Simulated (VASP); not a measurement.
Here is the system:

```
NaCl
1.0
    0.00000     2.83946     2.83946
    2.83946     0.00000     2.83946
    2.83946     2.83946     0.00000
Na Cl
1 1
Cartesian
  0.00000   0.00000   0.00000
  2.83946   2.83946   2.83946
```

All values below come from PBE GGA, VASP's PBE PAW potentials (set 64) (plane waves; VASP). Settings: 400 eV cut-off, Gaussian smearing of 0.050 eV, potentials Na_pv Cl.

Predict the band gap (along the path) with the smallest direct gap where there is one.

band gap (along the path): 5.03 eV
smallest direct gap (along the path): 5.03 eV

Only differences to runs with the same potentials and settings are physical.

The compound is NaCl in the rock salt structure. It was relaxed first.
